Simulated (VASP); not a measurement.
The system is BeCl3.

```
Be Cl
1.0
     3.60428    2.08093    2.50498
    -3.60428    2.08093    2.50498
     0.00000   -4.16186    2.50498
Be Cl
1 3
Direct
  0.50000 0.50000 0.50000
  0.00000 0.00000 0.00000
  0.24389 0.24389 0.24389
  0.75611 0.75611 0.75611
```

The cell was built by a generator and needn't be a form met in nature.

| Property | Result |
| --- | --- |
| Program | VASP 6.6.1 |
| Task | relaxation of cell and atoms |
| Functional | RPBE |
| Potentials or basis | VASP PAW PBE potentials, release 64 (Be, Cl) |
| Cutoff | 600 eV |
| k mesh | 6 × 6 × 6 |
| Occupations | gaussian, width 0.05 eV |
| Spin | no spin polarisation |

At the start: pressure 23.9 GPa; volume 28.18 Å³/atom.

Task: How do energy, volume and symmetry change on relaxing?

Result: Over 39 steps the energy falls by 1732.3 meV/atom and the volume is 45.15 Å³/atom (+60.2 %); space group R-3m (No. 166, to 0.05 Å).

The path:
```tsv
step	energy change (eV)	largest force (eV/Å)	pressure (GPa)	volume (Å³)
1	0.0000	11.1640	23.88	112.73
2	-5.2224	3.2017	-4.35	182.25
3	-6.2198	2.2452	-2.52	145.55
4	-6.2478	2.1620	-2.36	143.88
5	-5.9541	2.3502	2.99	128.25
6	-6.3362	1.9843	-1.54	139.99
7	-6.3338	1.9688	-0.87	137.39
8	-6.3368	1.9689	-1.01	137.89
9	-6.5374	0.0534	2.28	135.13
10	-6.5485	0.5027	1.57	135.62
11	-6.6360	0.1746	1.15	140.41
12	-6.6965	0.1136	1.08	146.86
13	-6.7702	0.7540	1.54	160.24
14	-6.8492	0.2246	0.19	167.78
15	-6.8523	0.4546	-0.12	169.86
16	-6.8523	0.4283	-0.08	169.62
17	-6.8607	0.4274	-0.12	171.33
18	-6.8822	0.4132	-0.20	176.49
19	-6.9102	0.3316	-0.28	187.04
20	-6.9117	0.0372	-0.16	208.99
21	-6.9217	0.1070	-0.16	196.35
22	-6.9169	0.3155	0.30	192.82
23	-6.9223	0.0023	-0.05	195.43
24	-6.9230	0.0011	-0.04	194.39
25	-6.9247	0.0086	-0.02	191.30
26	-6.9273	0.0244	0.02	185.19
27	-6.9278	0.0559	0.14	173.24
28	-6.9284	0.0397	0.07	179.12
29	-6.9274	0.1709	-0.16	178.55
30	-6.9287	0.0226	0.01	178.95
31	-6.9287	0.0249	0.00	178.94
32	-6.9287	0.0325	-0.01	178.92
33	-6.9287	0.0293	0.01	178.94
34	-6.9287	0.0032	0.03	179.00
35	-6.9287	0.0033	0.03	179.00
36	-6.9287	0.0026	0.03	179.07
37	-6.9288	0.0019	0.03	179.29
38	-6.9290	0.0001	0.02	179.73
39	-6.9292	0.0038	0.00	180.61
```

Final structure:
```xyz
4
Lattice="3.6934 2.1324 3.8221 -3.6934 2.1324 3.8221 0.0000 -4.2647 3.8221" Properties=species:S:1:pos:R:3 pbc="T T T"
Be    0.0000    0.0000    5.7331
Cl    0.0000    0.0000    0.0000
Cl    0.0000    0.0000    3.9201
Cl    0.0000    0.0000    7.5461
```

Caveat: the volume moved by over 15 % at a fixed basis, so the end points are rough; the PAW data sets were made with another functional, which shifts forces and pressure a little; an odd number of electrons without spin polarisation forces a metal; a magnetic or distorted state may lie lower.
